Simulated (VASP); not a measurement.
Data:

```
CELL_PARAMETERS angstrom
      0.00000     2.69860     2.69860
      2.69860     0.00000     2.69860
      2.69860     2.69860     0.00000
ATOMIC_POSITIONS crystal
  Cd 0.00000 0.00000 0.00000
  S  0.50000 0.50000 0.50000
```

All values below come from PBEsol GGA, VASP's PBE PAW potentials (set 64) (plane waves; VASP 6.6.1). Numerical set-up: 400 eV cut-off, 10×10×10 Γ-centred mesh, tetrahedra with Blöchl corrections, potentials Cd S.

Q: Predict the energy per atom (σ→0), band gap (on the k-mesh) with the smallest direct gap where there is one.

A: 
- band gap (on the k-mesh): 0.12 eV
- smallest direct gap (on the k-mesh): 1.81 eV
- energy per atom (σ→0): -3.323 eV/atom

Total energies compare only between runs with the same potentials, cut-off and functional.

The structure comes from a computed database's CdS entry (Fm-3m); how it stands against other phases isn't given here. It was relaxed first, which changed the volume by -6 %.
